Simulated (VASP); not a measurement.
An input for Ansatz (written as the equivalent of a VASP run, and not itself run):

Ansatz 0.2 input:
```yaml
crystal:
  lattice:
    - [1.6225484, -5.1020619, 0.0000000]
    - [1.6225484, 5.1020619, 0.0000000]
    - [0.0000000, 0.0000000, 4.3374535]
  atoms:
    - { symbol: Hf, position: [0.8570192, 0.1429808, 0.7500000] }
    - { symbol: Hf, position: [0.1429808, 0.8570192, 0.2500000] }
    - { symbol: Pd, position: [0.5886981, 0.4113019, 0.7500000] }
    - { symbol: Pd, position: [0.4113019, 0.5886981, 0.2500000] }
kpoints:
  mp_grid: { grid: [11, 11, 8] }
hamiltonian:
  xc: pbesol
  pseudopotentials: { kind: paw }
scf:
  occupations: { method: tetrahedron }
  max_iter: 100
output: { forces: true, stress: true, eigenvalues: true }
```

Q: Write the VASP files for the same calculation (PBEsol).

A: One answer among several that fit: 
POSCAR:
```
HfPd
1
    1.6225483729    -5.1020618905     0.0000000000
    1.6225483729     5.1020618905    -0.0000000000
    0.0000000000     0.0000000000     4.3374535095
Hf Pd
2 2
Direct
  0.8570191871   0.1429808129   0.7500000000
  0.1429808129   0.8570191871   0.2500000000
  0.5886981069   0.4113018931   0.7500000000
  0.4113018931   0.5886981069   0.2500000000
```

### INCAR
```
ALGO = Normal
EDIFF = 1E-7
ENCUT = 400
GGA = PS
ISIF = 2
ISMEAR = -5
LASPH = .TRUE.
LCHARG = .TRUE.
LEFG = .TRUE.
LMAXMIX = 6
LORBIT = 11
LREAL = .FALSE.
LWAVE = .FALSE.
NEDOS = 601
NELM = 100
PREC = Accurate
SYSTEM = HfPd
```

KPOINTS:
```
kpoints
0
gamma
11 11 8
0 0 0
```

POTCAR, in this order: Hf_pv Pd (PBE.64 set). Program: vasp_std.

The two are equivalent in intent, not identical: each code has its own PAW files, so the cut-off isn't converted (ENCUT is set for VASP's; basis.ecutwfc is left out, and Ansatz then takes the one that its files recommend); Ansatz stops its SCF on the density residual and VASP on the energy change (EDIFF); the field gradients of LEFG aren't asked of the other code.

The structure comes from a computed database's HfPd entry (Cmcm); how it stands against other phases isn't given here. It was relaxed first.
